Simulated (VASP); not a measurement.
```
Al35ScN36
1.0
    4.69327    -8.12898     0.00000
    4.69327     8.12898     0.00000
    0.00000     0.00000    10.01920
Al N Sc
35 36 1
Direct
  0.22192   0.11053   0.24954
  0.11002   0.22054   0.99965
  0.22192   0.11061   0.74946
  0.10749   0.21933   0.49975
  0.21741   0.44197   0.24631
  0.11004   0.55603   0.99961
  0.22043   0.44339   0.75353
  0.10748   0.55431   0.49979
  0.22197   0.77774   0.24955
  0.11104   0.88870   0.99964
  0.22205   0.77754   0.74948
  0.11083   0.88843   0.49970
  0.55541   0.11090   0.24998
  0.44379   0.22058   0.99964
  0.55572   0.11090   0.74980
  0.44488   0.21948   0.49988
  0.55748   0.44196   0.24648
  0.44425   0.55534   0.00008
  0.55592   0.44331   0.75349
  0.55757   0.78175   0.24650
  0.44386   0.88962   0.99975
  0.55600   0.77868   0.75349
  0.44496   0.89155   0.49986
  0.88870   0.11079   0.24988
  0.77775   0.22215   0.99978
  0.88848   0.11100   0.74962
  0.77746   0.22185   0.49908
  0.88868   0.44446   0.24993
  0.77905   0.55599   0.99979
  0.88835   0.44378   0.74968
  0.77961   0.55442   0.49991
  0.88903   0.77778   0.24965
  0.77908   0.88968   0.99968
  0.88881   0.77753   0.74968
  0.77964   0.89138   0.49991
  0.22209   0.11108   0.44148
  0.10997   0.21996   0.18989
  0.22189   0.11049   0.94052
  0.11089   0.22207   0.69150
  0.20362   0.43491   0.43531
  0.10992   0.55649   0.18980
  0.22040   0.44344   0.94441
  0.11082   0.55508   0.69155
  0.22217   0.77713   0.44147
  0.11097   0.88865   0.19109
  0.22200   0.77790   0.94048
  0.11089   0.88849   0.69076
  0.55551   0.11082   0.44098
  0.44328   0.22005   0.18988
  0.55598   0.11119   0.94069
  0.44436   0.22194   0.69159
  0.56397   0.43514   0.43556
  0.44408   0.55516   0.19481
  0.55621   0.44345   0.94438
  0.44405   0.55506   0.70418
  0.56396   0.79484   0.43556
  0.44336   0.88958   0.18998
  0.55623   0.77913   0.94439
  0.44446   0.88847   0.69156
  0.88821   0.11062   0.44091
  0.77773   0.22216   0.19120
  0.88851   0.11120   0.94053
  0.77753   0.22192   0.69068
  0.88825   0.44383   0.44093
  0.77942   0.55647   0.19001
  0.88844   0.44389   0.94059
  0.77721   0.55511   0.69163
  0.88819   0.77721   0.44155
  0.77954   0.88959   0.18990
  0.88920   0.77784   0.94070
  0.77731   0.88846   0.69160
  0.44363   0.55485   0.49460
```

Computed with HSE06 screened hybrid, VASP's PBE PAW potentials (set 64) (plane waves; VASP). Run with PREC = Normal, LREAL = Auto, ISYM = 0, EDIFF = 1E-5, 400 eV cut-off, 1×1×1 Γ-centred mesh, Gaussian smearing of 0.050 eV, potentials Al N Sc_sv.

The supercell is sampled at Γ alone, which is coarse: total energies, pressure and levels can be off, energies of defects by several tenths of an eV.

### Question
Predict the energy per atom (σ→0).

### Answer

```json
{
 "energy per atom (σ→0)": "-8.751 eV/atom"
}
```

The cell is a supercell with a defect, built from AlN (wurtzite): Sc_Al. The cell's shape comes from a PBE relaxation. The run is not spin-polarised, so no state with unpaired spins was tried.
